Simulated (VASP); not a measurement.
PtF2:

```
Pt F
1.0
     1.56477    0.90342    4.73090
    -1.56477    0.90342    4.73090
     0.00000   -1.80685    4.73090
Pt F
1 2
Direct
  0.00000 0.00000 0.00000
  0.25200 0.25200 0.25200
  0.74800 0.74800 0.74800
```

The cell was built by a generator and needn't be a form met in nature.

Base run:

| Quantity | Value |
| --- | --- |
| Program | VASP 6.6.1 |
| Functional | PBE |
| Potentials or basis | VASP PAW PBE potentials, release 64 (Pt, F) |
| Cutoff | 520 eV |
| k mesh | 7 × 7 × 7 |
| Occupations | gaussian, width 0.05 eV |
| Spin | collinear spin, ferromagnetic start |
| Starting moments | [0.5, 0.0, 0.0] μB |
| Hubbard terms | Pt d U = 6 eV |

Its results: band gap on the k mesh 2.12 eV, indirect (least direct gap 2.21 eV); pressure 20.7 GPa; net moment 2.00 μB per cell; site moments Pt +1.74; F +0.15 μB; largest force 1.161 eV/Å.

Problem. After a change of settings the same cell gave: band gap on the k mesh 0.10 eV, indirect (least direct gap 0.35 eV); pressure 25.6 GPa; net moment 2.00 μB per cell; site moments Pt +1.46; F +0.23 μB; largest force 1.645 eV/Å. Which change was it?
A. spin from collinear spin, ferromagnetic start to collinear spin, random start; moments at the start from [0.5, 0.0, 0.0] to [0.52, 0.0, 0.0]
B. further incar settings from ALGO = Fast; EDIFF = 1e-06 to ALGO = Normal; EDIFF = 1e-07
C. hubbard terms from Pt d U = 6 eV to none; further incar settings from ALGO = Fast; EDIFF = 1e-06 to ALGO = Normal; EDIFF = 1e-06

Solution. C.

Caveats: spin-orbit coupling is left out, which moves the levels of the heavy elements; an odd mesh through Γ misses points on the zone boundary, where band edges often lie; forces of over 1 eV/Å show positions far from the minimum, so gaps and moduli don't describe the material at rest; so large a pressure means that the cell lies far from this level's equilibrium, or that cutoff or potentials fall short (some runs).
